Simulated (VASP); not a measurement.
# InPd: vacancies and antisites compared

Which native defect is cheapest in InPd, and how does that change with the growth condition? The start is a computed cell from the Materials Project.

Main program and level: VASP 6.6.1; PBEsol; plane waves and PAW (In, Pd), in the first sound run; inputs show where later runs differ.

## (1) The host crystal

Symmetry: Pm-3m, No. 221, cubic system. Conventional cell: a = 3.272 Å, b = 3.272 Å, c = 3.272 Å, α = 90.00°, β = 90.00°, γ = 90.00°. In has 8 Pd at 2.83 Å nearest. Pd has 8 In at 2.83 Å nearest. Farther neighbours are not listed.

Coordinates:

```cif
data_structure
_symmetry_space_group_name_H-M 'P 1'
_symmetry_Int_Tables_number 1
_cell_length_a 3.2719
_cell_length_b 3.2719
_cell_length_c 3.2719
_cell_angle_alpha 90.000
_cell_angle_beta 90.000
_cell_angle_gamma 90.000
_cell_volume 35.03
loop_
_atom_site_label
_atom_site_type_symbol
_atom_site_fract_x
_atom_site_fract_y
_atom_site_fract_z
_atom_site_occupancy
In1 In 0.00000 0.00000 0.00000 1
Pd2 Pd 0.50000 0.50000 0.50000 1
```

## (2) Relaxing the host crystal

The later steps need the crystal at this functional's own lattice; a raised cutoff keeps the stress reliable while the cell changes.

Input file INCAR:

```
SYSTEM = InPd
PREC = Accurate
ENCUT = 350
EDIFF = 1E-06
NELM = 120
ISMEAR = 1
SIGMA = 0.15
LREAL = .FALSE.
ALGO = Normal
GGA = PS
NBANDS = 12
LASPH = .TRUE.
LORBIT = 11
LWAVE = .FALSE.
LCHARG = .FALSE.
KPAR = 8
IBRION = 2
NSW = 40
ISIF = 3
EDIFFG = -0.02
POTIM = 0.4
```

Input file POSCAR:

```
InPd
1.0
    3.2718847800      0.0000000000      0.0000000000
    0.0000000000      3.2718847800      0.0000000000
    0.0000000000      0.0000000000      3.2718847800
In Pd
1 1
Direct
    0.0000000000      0.0000000000      0.0000000000
    0.5000000000      0.5000000000      0.5000000000
```

Input file KPOINTS:

```
Automatic mesh
0
Gamma
10 10 10
0 0 0
```

Potentials, in the order of the species: In and Pd (PBE family, release 64).

Command:

```console
$ mpirun -np 8 vasp_std
```

What it wrote:

```text
[banner, memory and clock lines left out]
running    8 mpi-ranks, on    1 nodes
 distrk:  each k-point on    1 cores,    8 groups
 distr:  one band on    1 cores,    1 groups

 POSCAR found type information on POSCAR InPd
 POSCAR found :  2 types and       2 ions
|                                                                             |
|           W    W    AA    RRRRR   N    N  II  N    N   GGGG   !!!           |
|           W    W   A  A   R    R  NN   N  II  NN   N  G    G  !!!           |
|           W    W  A    A  R    R  N N  N  II  N N  N  G       !!!           |
|           W WW W  AAAAAA  RRRRR   N  N N  II  N  N N  G  GGG   !            |
|           WW  WW  A    A  R   R   N   NN  II  N   NN  G    G                |
|           W    W  A    A  R    R  N    N  II  N    N   GGGG   !!!           |
|                                                                             |
|     For optimal performance we recommend to set                             |
|       NCORE = 2 up to number-of-cores-per-socket                            |
|     NCORE specifies how many cores store one orbital (NPAR=cpu/NCORE).      |
|     This setting can greatly improve the performance of VASP for DFT.       |
|     The default, NCORE=1 might be grossly inefficient on modern             |
|     multi-core architectures or massively parallel machines. Do your        |
|     Unfortunately you need to use the default for GW and RPA                |
|     calculations (for HF NCORE is supported but not extensively tested      |
|     yet).                                                                   |
|                                                                             |

|                                                                             |
|               ----> ADVICE to this user running VASP <----                  |
|                                                                             |
|     You enforced a specific xc type in the INCAR file but a different       |
|     [... a line on the potential file left out ...]
|     I HOPE YOU KNOW WHAT YOU ARE DOING!                                     |
|                                                                             |

 LDA part: xc-table for (Slater+PW92), standard interpolation
 POSCAR, INCAR and KPOINTS ok, starting setup
 FFT: planning ... GRIDC
 FFT: planning ... GRID_SOFT
 FFT: planning ... GRID
 WAVECAR not read
 entering main loop
       N       E                     dE             d eps       ncg     rms          rms(c)
DAV:   1     0.380535922468E+02    0.38054E+02   -0.45527E+03  1400   0.661E+02
DAV:   2    -0.945879147836E+01   -0.47512E+02   -0.44710E+02  1516   0.153E+02
DAV:   3    -0.103058094835E+02   -0.84702E+00   -0.84523E+00  1628   0.209E+01
DAV:   4    -0.103101489398E+02   -0.43395E-02   -0.43390E-02  1476   0.163E+00
DAV:   5    -0.103102194967E+02   -0.70557E-04   -0.70557E-04  1580   0.221E-01    0.675E+00
DAV:   6    -0.101157799733E+02    0.19444E+00   -0.77081E-01  1428   0.768E+00    0.330E+00
DAV:   7    -0.100541711659E+02    0.61609E-01   -0.11649E-01  1412   0.263E+00    0.186E+00
DAV:   8    -0.100247953876E+02    0.29376E-01   -0.35272E-02  1436   0.140E+00    0.433E-01
DAV:   9    -0.100248097509E+02   -0.14363E-04   -0.57035E-04  1408   0.146E-01    0.167E-01
DAV:  10    -0.100246458641E+02    0.16389E-03   -0.21063E-04  1456   0.725E-02    0.160E-02
DAV:  11    -0.100246448651E+02    0.99901E-06   -0.56693E-06  1520   0.207E-02
   1 F= -.10024645E+02 E0= -.10024142E+02  d E =-.100246E+02
 curvature:   0.00 expect dE= 0.000E+00 dE for cont linesearch  0.000E+00
 trial: gam= 0.00000 g(F)=  0.000E+00 g(S)=  0.270E-01 ort = 0.000E+00 (trialstep = 0.100E+01)
 search vector abs. value=  0.270E-01
 bond charge predicted
       N       E                     dE             d eps       ncg     rms          rms(c)
DAV:   1    -0.102959317311E+02   -0.27129E+00   -0.40794E+00  1416   0.203E+01    0.365E+00
DAV:   2    -0.100674475656E+02    0.22848E+00   -0.23870E+00  1416   0.131E+01    0.126E+00
DAV:   3    -0.100316334520E+02    0.35814E-01   -0.16287E-01  1376   0.362E+00    0.352E-01
DAV:   4    -0.100290553625E+02    0.25781E-02   -0.98498E-03  1440   0.526E-01    0.103E-01
DAV:   5    -0.100289308299E+02    0.12453E-03   -0.12863E-03  1416   0.315E-01    0.788E-02
DAV:   6    -0.100289530244E+02   -0.22195E-04   -0.22940E-05  1496   0.381E-02    0.407E-02
DAV:   7    -0.100289681375E+02   -0.15113E-04   -0.12908E-05  1472   0.190E-02    0.289E-03
DAV:   8    -0.100289682176E+02   -0.80117E-07   -0.40842E-07   756   0.560E-03
   2 F= -.10028968E+02 E0= -.10028288E+02  d E =-.432335E-02
 trial-energy change:   -0.004323  1 .order   -0.003569   -0.027027    0.019890
 step:   0.5992(harm=  0.5761)  dis= 0.00000  next Energy=   -10.032905 (dE=-0.826E-02)
 bond charge predicted
       N       E                     dE             d eps       ncg     rms          rms(c)
DAV:   1    -0.100749907864E+02   -0.46023E-01   -0.65570E-01  1412   0.820E+00    0.138E+00
DAV:   2    -0.100376398575E+02    0.37351E-01   -0.34468E-01  1420   0.510E+00    0.481E-01
DAV:   3    -0.100333594680E+02    0.42804E-02   -0.21267E-02  1376   0.126E+00    0.180E-01
DAV:   4    -0.100329603803E+02    0.39909E-03   -0.10531E-03  1432   0.165E-01    0.335E-02
DAV:   5    -0.100329618884E+02   -0.15081E-05   -0.52377E-05  1388   0.507E-02    0.278E-02
DAV:   6    -0.100329651016E+02   -0.32132E-05   -0.36662E-06  1484   0.173E-02    0.599E-03
DAV:   7    -0.100329649153E+02    0.18630E-06   -0.58795E-07   904   0.392E-03
   3 F= -.10032965E+02 E0= -.10032369E+02  d E =-.832005E-02
 curvature:  -0.29 expect dE=-0.111E-06 dE for cont linesearch -0.111E-06
 trial: gam= 0.00000 g(F)=  0.131E-64 g(S)=  0.388E-06 ort =-0.102E-03 (trialstep = 0.920E+00)
 search vector abs. value=  0.388E-06
 reached required accuracy - stopping structural energy minimisation
```

Wall time 11 s (8 MPI ranks of AMD EPYC 7R13 (Zen 3), shared host); peak memory 0.94 GiB; 77 s of CPU time.

Lines that name or quote the potential files are left out of all logs, and their timing lines are given in words.

OUTCAR, selected parts (step 2):

```text
ion  position               nearest neighbor table
   1  0.000  0.000  0.000-   2 2.83   2 2.83   2 2.83   2 2.83   2 2.83   2 2.83   2 2.83   2 2.83

  LATTYP: Found a simple cubic cell.
 ALAT       =     3.2718847800

 Subroutine GETGRP returns: Found 48 space group operations
 (whereof 48 operations were pure point group operations)

The static configuration has the point symmetry O_h .

 Found     56 irreducible k-points:

   k-points           NKPTS =     56   k-points in BZ     NKDIM =     56   number of bands    NBANDS=     12

   dimension x,y,z NGX =    20 NGY =   20 NGZ =   20
   dimension x,y,z NGXF=    40 NGYF=   40 NGZF=   40

   ENCUT  =  350.0 eV  25.72 Ry    5.07 a.u.   4.99  4.99  4.99*2*pi/ulx,y,z

   NELECT =      13.0000    total number of electrons

 k-points in reciprocal lattice and weights: Automatic mesh
   0.00000000  0.00000000  0.00000000       0.001
   0.10000000  0.00000000  0.00000000       0.006
   0.20000000  0.00000000  0.00000000       0.006
   0.30000000  0.00000000  0.00000000       0.006
   0.40000000  0.00000000  0.00000000       0.006
   0.50000000  0.00000000  0.00000000       0.003
   0.10000000  0.10000000  0.00000000       0.012
   0.20000000  0.10000000  0.00000000       0.024
   0.30000000  0.10000000  0.00000000       0.024
[...]
0.50000000  0.50000000  0.40000000       0.006
   0.50000000  0.50000000  0.50000000       0.001

 average (electrostatic) potential at core
       1 -33.4658       2 -71.8023

 E-fermi :   8.9517

 k-point     1 :       0.0000    0.0000    0.0000
  band No.  band energies     occupation
    ...
      2       4.8156      2.00000
      3       4.8156      2.00000
      4       6.4619      2.00000
      5       6.4619      2.00000
      6       6.4619      2.00000
      7      13.0348      0.00000
      8      13.0348      0.00000
      9      13.0348      0.00000
     10      18.5337      0.00000
     11      19.1588      0.00000
    ...

 k-point     2 :       0.1000    0.0000    0.0000
  band No.  band energies     occupation
    ...
      2       4.8192      2.00000
      3       4.8430      2.00000
      4       6.3377      2.00000
      5       6.3377      2.00000
      6       6.4545      2.00000
      7      11.9918      0.00000
      8      13.3652      0.00000
      9      13.3652      0.00000
     10      18.7954      0.00000
     11      19.0930      0.00000
    ...

 k-point     3 :       0.2000    0.0000    0.0000
  band No.  band energies     occupation
    ...
      2       4.8288      2.00000
      3       4.8500      2.00000
      4       6.0459      2.00000
      5       6.0459      2.00000
      6       6.4351      2.00000
      7      10.1307     -0.00000
      8      14.2710      0.00000
      9      14.2710      0.00000
     10      18.8651      0.00000
     11      18.9137      0.00000
    ...

  Total        0.0025882      0.0025882      0.0025882      0.0000000      0.0000000      0.0000000
  in kB        0.1212408      0.1212408      0.1212408      0.0000000      0.0000000      0.0000000
  external PRESSURE =       0.1212408 kB  Pullay stress =       0.0000000 kB

  energy-cutoff  :      350.00
  volume of cell :       34.20
      direct lattice vectors                 reciprocal lattice vectors
     3.246033218 -0.000000000 -0.000000000     0.308068320  0.000000000 -0.000000000
    -0.000000000  3.246033218  0.000000000     0.000000000  0.308068320  0.000000000
     0.000000000 -0.000000000  3.246033218     0.000000000 -0.000000000  0.308068320

 POSITION                                       TOTAL-FORCE (eV/Angst)
 -----------------------------------------------------------------------------------
      0.00000      0.00000      0.00000         0.000000     -0.000000      0.000000
      1.62302      1.62302      1.62302        -0.000000      0.000000      0.000000
 -----------------------------------------------------------------------------------
    total drift:                               -0.000000      0.000000      0.000000

  FREE ENERGIE OF THE ION-ELECTRON SYSTEM (eV)
  ---------------------------------------------------
  free  energy   TOTEN  =       -10.0329649153 eV

  energy  without entropy=      -10.0311766722  energy(sigma->0) =      -10.03236883

 reached required accuracy - stopping structural energy minimisation

 total charge
# of ion       s       p       d       tot
------------------------------------------
    1        1.177   1.500   0.265   2.943
    2        0.427   0.429   8.654   9.509
--------------------------------------------------
tot          1.604   1.929   8.919  12.452

[... 3 further parts left out ...]
```

This run has no spin polarisation. Its electron count is odd, so without a moment it is a metal by construction. The PAW data sets were made with PBE, which is usual practice but a small mismatch for other functionals. The data set In keeps the semicore shell frozen, which is cheaper and a little less accurate. The run keeps the 48 symmetry operations of its start, so it cannot find a distortion of lower symmetry.

Step by step:

| step | energy less that of the first step (eV) | largest force (eV/Å) | pressure (GPa) | volume (Å³) |
| --- | --- | --- | --- | --- |
| 1 | 0.0000 | 0.0000 | -3.13 | 35.03 |
| 2 | -0.0043 | 0.0000 | 2.39 | 33.66 |
| 3 | -0.0083 | 0.0000 | 0.01 | 34.20 |

| conventional cell, symmetrised | before | after | change |
| --- | --- | --- | --- |
| a (Å) | 3.272 | 3.246 | -0.8 % |
| b (Å) | 3.272 | 3.246 | -0.8 % |
| c (Å) | 3.272 | 3.246 | -0.8 % |
| volume (Å³/atom) | 17.51 | 17.10 | -2.4 % |

Final coordinates:

```
In Pd
1.0
     3.24603    0.00000    0.00000
     0.00000    3.24603    0.00000
     0.00000    0.00000    3.24603
In Pd
1 1
Direct
  0.00000 0.00000 0.00000
  0.50000 0.50000 0.50000
```

Numbers from this step:

* electronic cycles: 26
* electrons: 13
* free energy (TOTEN): -10.03 eV
* energy at zero smearing: -10.03 eV
* Fermi energy: 8.952 eV
* labelled metallic, from the levels on this mesh: yes

The run ended after 3 ionic steps, 0.008 eV below its first step, once forces and stress met EDIFFG = -0.02.

(Continued in part 2 of 6.)

[Lines on the potential files, build, host, timing and source positions are cut from VASP's logs without a mark.]

[Logs are printed without paths, hosts, clocks, repeated set-up lines and the standing remarks that a program may print on its own settings, such as how far it seeks lower states.]

[Hosts, paths, dates, database ids (printed as entryN), source tags and the programs' standing remarks are cut or masked in the printed files.]

[In band tables of VASP the shares of atoms and orbitals are scaled to a sum of 1 inside the atoms' spheres.]

[Runs that stopped without an error message from VASP are left out.]
